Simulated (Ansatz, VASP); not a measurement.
Ta3B2N in VASP and in Ansatz

```
CELL_PARAMETERS angstrom
5.72949 0.00000 0.00000
-2.86475 4.96189 0.00000
0.00000 0.00000 3.14090
ATOMIC_POSITIONS crystal
Ta 0.50000 0.00000 0.50000
Ta 0.00000 0.50000 0.50000
Ta 0.50000 0.50000 0.50000
B 0.66667 0.33333 0.00000
B 0.33333 0.66667 0.00000
N 0.00000 0.00000 0.00000
```

Change from the starting cell: species swapped into the LuB2Ru3 type (P6/mmm, No. 191).

Alike in both runs: functional PBE; k mesh 6 × 6 × 6; occupations gaussian, width 0.1 eV; no spin polarisation.

Ansatz relaxed the structure, and its values are those at the end. VASP's run is a single point on that final structure, the one shown.

|  | VASP | Ansatz |
| --- | --- | --- |
| version | VASP 6.6.1 | Ansatz 0.2.0 |
| potentials or method | VASP PAW PBE potentials, release 64 (Ta_pv, B, N) | scalar-relativistic, plane waves, PAW |
| plane-wave cutoff (eV) | 520 | 420 |
| valence electrons in the cell | 44 | 50 |

```csv
,VASP,Ansatz,Ansatz less VASP
gap on the k mesh at the Fermi level (eV),none,none,-
pressure (GPa),0.2,0.0,-0.19
```

A gap of «none» marks a metal or a gap that the smearing closes. The two sets of potentials don't hold the same shells in valence.

The runs have no spin-orbit coupling, so splittings on Ta are missing.
